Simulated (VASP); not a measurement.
Method: PBEsol GGA, VASP's PBE PAW potentials (set 64) (plane waves; VASP).

The input files of a VASP run:

### POSCAR
```
NiSi2
1
    0.0000000000     2.5747130541     2.5747130541
    2.5747130541     0.0000000000     2.5747130541
    2.5747130541     2.5747130541     0.0000000000
Si Ni
2 1
Direct
  0.2500000000   0.2500000000   0.2500000000
  0.7500000000   0.7500000000   0.7500000000
  1.0000000000   1.0000000000   1.0000000000
```

File KPOINTS:
```
Automatic mesh
0
G
10 10 10
```

INCAR:
```
ALGO = Normal
EDIFF = 1E-6
EDIFFG = -0.02
ENCUT = 500
GGA = PS
IBRION = 2
ISIF = 3
ISMEAR = 1
LASPH = .TRUE.
LCHARG = .FALSE.
LMAXMIX = 4
LREAL = .FALSE.
LWAVE = .FALSE.
NELM = 100
NSW = 40
PREC = Accurate
PSTRESS = 300
SIGMA = 0.1
SYSTEM = NiSi2
```

POTCAR, in this order: Si Ni (PBE.64 set). Program: vasp_std.

Output of the run:

File OSZICAR:
```
       N       E                     dE             d eps       ncg     rms          rms(c)
DAV:   1     0.720681263739E+02    0.72068E+02   -0.80583E+03  1230   0.143E+03
DAV:   2    -0.165940571492E+02   -0.88662E+02   -0.83669E+02  1257   0.259E+02
DAV:   3    -0.209460935398E+02   -0.43520E+01   -0.42818E+01  1596   0.643E+01
DAV:   4    -0.210225672785E+02   -0.76474E-01   -0.76393E-01  1441   0.816E+00
DAV:   5    -0.210243837721E+02   -0.18165E-02   -0.18163E-02  1632   0.131E+00    0.190E+01
DAV:   6    -0.243990945405E+02   -0.33747E+01   -0.54931E+01  1342   0.187E+02    0.227E+01
DAV:   7    -0.186230665029E+02    0.57760E+01   -0.16207E+01  1475   0.119E+02    0.409E+00
DAV:   8    -0.186375812155E+02   -0.14515E-01   -0.18971E+00  1859   0.213E+01    0.302E+00
DAV:   9    -0.185645568112E+02    0.73024E-01   -0.30835E-01  1491   0.131E+01    0.566E-01
DAV:  10    -0.185632571910E+02    0.12996E-02   -0.16865E-02  1642   0.304E+00    0.215E-01
DAV:  11    -0.185631228584E+02    0.13433E-03   -0.11886E-03  1860   0.600E-01    0.660E-02
DAV:  12    -0.185631368978E+02   -0.14039E-04   -0.97827E-05  1911   0.200E-01    0.311E-02
DAV:  13    -0.185631312930E+02    0.56048E-05   -0.14751E-05  1830   0.902E-02    0.120E-02
DAV:  14    -0.185631309500E+02    0.34301E-06   -0.13673E-06   921   0.207E-02
   1 F= -.12171272E+02 E0= -.12171393E+02  d E =-.121713E+02
```

**OUTCAR**
```
------------------------ aborting loop because EDIFF is reached ----------------------------------------
  FORCE on cell =-STRESS in cart. coord.  units (eV):
  Direction    XX          YY          ZZ          XY          YZ          ZX
  --------------------------------------------------------------------------------------
  Total        6.3991570      6.3991570      6.3991570      0.0000000      0.0000000     -0.0000000
  in kB      300.3425405    300.3425405    300.3425405      0.0000000      0.0000000     -0.0000000
  external PRESSURE =       0.3425405 kB  Pullay stress =     300.0000000 kB
  volume of cell :       34.14
      direct lattice vectors                 reciprocal lattice vectors
     0.000000000  2.574713054  2.574713054    -0.194196398  0.194196398  0.194196398
     2.574713054  0.000000000  2.574713054     0.194196398 -0.194196398  0.194196398
     2.574713054  2.574713054  0.000000000     0.194196398  0.194196398 -0.194196398
 POSITION                                       TOTAL-FORCE (eV/Angst)
 -----------------------------------------------------------------------------------
      1.28736      1.28736      1.28736        -0.000000     -0.000000     -0.000000
      3.86207      3.86207      3.86207         0.000000      0.000000      0.000000
      0.00000      0.00000      0.00000        -0.000000     -0.000000      0.000000
 -----------------------------------------------------------------------------------
    total drift:                               -0.000000     -0.000000      0.000000
  FREE ENERGIE OF THE ION-ELECTRON SYSTEM (eV)
  ---------------------------------------------------
  free  energy   TOTEN  =       -18.5631309500 eV

  energy  without entropy=      -18.5634941920  energy(sigma->0) =      -18.56325203
  enthalpy is  TOTEN    =       -12.1712721466 eV   P V=        6.3918588034

 reached required accuracy - stopping structural energy minimisation
```
(Selected blocks of OUTCAR.)

The compound is NiSi2 in the fluorite structure. It was relaxed first under an external pressure of 30 GPa. The run is not spin-polarised, so no magnetic state was tried.
